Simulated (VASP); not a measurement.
MoS2:

```
Mo S
1.0
     3.16900    0.00000    0.00000
    -1.58450    2.74443    0.00000
     0.00000    0.00000   12.32400
Mo S
2 4
Direct
  0.33333 0.66667 0.25000
  0.66667 0.33333 0.75000
  0.33333 0.66667 0.62300
  0.66667 0.33333 0.12300
  0.33333 0.66667 0.87700
  0.66667 0.33333 0.37700
```

| Quantity | Value |
| --- | --- |
| Program | VASP 6.6.1 |
| Task | relaxation of cell and atoms |
| Functional | PBEsol |
| Potentials or basis | VASP PAW PBE potentials, release 64 (Mo_sv, S) |
| Cutoff | 600 eV |
| k mesh | 12 × 12 × 3 |
| Occupations | gaussian, width 0.03 eV |
| Spin | no spin polarisation |

At the start: pressure -3.0 GPa; volume 17.86 Å³/atom.

Problem. How do energy, volume and symmetry change on relaxing?

Solution. Over 19 steps the energy falls by 4.4 meV/atom and the volume is 17.88 Å³/atom (+0.1 %); space group P6_3/mmc (No. 194, to 0.05 Å).

The path:
```csv
step,energy change (eV),largest force (eV/Å),pressure (GPa),volume (Å³)
1,0.0000,0.3123,-2.99,107.18
2,0.0574,0.7651,6.48,102.10
3,-0.0204,0.0330,-0.02,105.42
4,-0.0204,0.0399,0.06,105.38
5,-0.0228,0.0407,0.13,105.22
6,-0.0228,0.0414,0.13,105.21
7,-0.0232,0.0506,0.02,105.40
8,-0.0240,0.0773,-0.31,105.94
9,-0.0237,0.1304,-0.95,107.05
10,-0.0242,0.0954,-0.54,106.33
11,-0.0243,0.0924,-0.53,106.35
12,-0.0246,0.0833,-0.50,106.41
13,-0.0251,0.0670,-0.40,106.53
14,-0.0258,0.0322,-0.23,106.76
15,-0.0261,0.0379,0.12,107.23
16,-0.0262,0.0231,0.03,107.13
17,-0.0262,0.0194,0.02,107.10
18,-0.0262,0.0156,0.01,107.14
19,-0.0264,0.0032,-0.01,107.26
```

Final structure:
```
Mo S
1.0
     3.14220    0.00000    0.00000
    -1.57110    2.72122    0.00000
     0.00000    0.00000   12.54426
Mo S
2 4
Direct
  0.33333 0.66667 0.25000
  0.66667 0.33333 0.75000
  0.33333 0.66667 0.62576
  0.66667 0.33333 0.12576
  0.33333 0.66667 0.87424
  0.66667 0.33333 0.37424
```

Caveat: the PAW data sets were made with another functional, which shifts forces and pressure a little; this functional lacks dispersion, which binds the layers, so the pressure and a relaxed spacing across them are unreliable.
